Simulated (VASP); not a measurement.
Energy against volume of LiF (rock salt). These are PBE0 hybrid, VASP's PBE PAW potentials (set 64) (plane waves; VASP) values and carry that method's errors.

```tsv
V (Å³/atom)	E (eV/atom)
7.587	-5.94745
7.837	-5.95347
8.087	-5.95527
8.338	-5.95347
8.588	-5.94861
```

**Question.** Fit a third-order Birch-Murnaghan equation of state.

**Answer.** 
```
Property                                         Value
---------------------------------------  -------------
volume per atom                          8.08 Å^3/atom
bulk modulus                                  74.6 GPa
pressure derivative of the bulk modulus           4.17
lattice constant a                             4.013 Å
```

The compound is LiF in the rock salt structure. It was relaxed first. The cell's shape comes from a PBE relaxation.
